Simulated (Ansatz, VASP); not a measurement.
# One calculation of HfIn4SiO6, two programs

Contents of INCAR:

```
SYSTEM = HfIn4SiO6
ALGO = Normal
EDIFF = 1E-7
ENCUT = 520
GGA = PE
ISIF = 2
ISMEAR = -1
KPAR = 4
LASPH = .True.
LCHARG = .False.
LREAL = .False.
LWAVE = .False.
NBANDS = 63
NELM = 80
PREC = Accurate
SIGMA = 0.05
```

The input KPOINTS:

```
k-points
0
Gamma
  6 6 4
  0 0 0
```

Contents of POSCAR:

```
HfIn4SiO6
1.0
    2.7515889669     -4.7654661770      0.0084396178
    2.7515889669      4.7654661770      0.0084396178
   -1.9038784937      0.0000000000      7.4986663007
Hf In Si O
1 4 1 6
Direct
    0.7883500000      0.2116500000      0.0000000000
    0.6217500000      0.3782500000      0.5000000000
    0.4550200000      0.5449800000      0.0000000000
    0.2840700000      0.7159300000      0.5000000000
    0.9581400000      0.0418600000      0.5000000000
    0.1216800000      0.8783200000      0.0000000000
    0.0621900000      0.1141500000      0.8666600000
    0.8858500000      0.9378100000      0.1333400000
    0.7949000000      0.5378400000      0.8666300000
    0.4621600000      0.2051000000      0.1333700000
    0.1535200000      0.6287900000      0.1333300000
    0.3712100000      0.8464800000      0.8666700000
```

File input.yaml:

```yaml
crystal:
  lattice:
    - [2.7515889669, -4.765466177, 0.0084396178]
    - [2.7515889669, 4.765466177, 0.0084396178]
    - [-1.9038784937, 0.0, 7.4986663007]
  atoms:
    - { symbol: Hf, position: [0.78835, 0.21165, 0.0] }
    - { symbol: In, position: [0.62175, 0.37825, 0.5] }
    - { symbol: In, position: [0.45502, 0.54498, 0.0] }
    - { symbol: In, position: [0.28407, 0.71593, 0.5] }
    - { symbol: In, position: [0.95814, 0.04186, 0.5] }
    - { symbol: Si, position: [0.12168, 0.87832, 0.0] }
    - { symbol: O, position: [0.06219, 0.11415, 0.86666] }
    - { symbol: O, position: [0.88585, 0.93781, 0.13334] }
    - { symbol: O, position: [0.7949, 0.53784, 0.86663] }
    - { symbol: O, position: [0.46216, 0.2051, 0.13337] }
    - { symbol: O, position: [0.15352, 0.62879, 0.13333] }
    - { symbol: O, position: [0.37121, 0.84648, 0.86667] }
hamiltonian:
  xc: pbe
  pseudopotentials: { kind: paw }
kpoints:
  mp_grid: { grid: [6, 6, 4] }
scf:
  occupations: { method: fermi_dirac, width: 0.05 }
output:
  forces: true
  stress: true
  eigenvalues: true
```

Change from the starting cell: volume scaled by 1.04.

Alike in both runs: task single point; functional PBE; k mesh 6 × 6 × 4; occupations fermi-dirac, width 0.05 eV; no spin polarisation.

|  | VASP | Ansatz |
| --- | --- | --- |
| version | VASP 6.6.1 | Ansatz 0.2.0 |
| potentials or method | VASP PAW PBE potentials, release 64 (Hf_pv, In_d, Si, O) | Ansatz PAW |
| plane-wave cutoff (eV) | 520 | 420 |
| valence electrons in the cell | 102 | 118 |

VASP gave:

| Quantity | Value |
| --- | --- |
| gap on the k mesh at the Fermi level (eV) | none |
| pressure (GPa) | -4.6 |
| largest component of the traceless stress (GPa) | 1.06 |
| rms of the force components (eV/Å) | 0.181 |

Q: Estimate Ansatz's values.

A: gap on the k mesh at the Fermi level (eV): none; pressure (GPa): -4.2; largest component of the traceless stress (GPa): 0.99; rms of the force components (eV/Å): 0.150.

Atom by atom the forces differ by 0.051 eV/Å (rms over components). A gap of «none» marks a metal or a gap that the smearing closes. The two sets of potentials don't hold the same shells in valence.

Caveats: the pressure holds a Pulay correction of +0.4 GPa for the finite cutoff (Ansatz). The runs have no spin-orbit coupling, so splittings on Hf are missing.
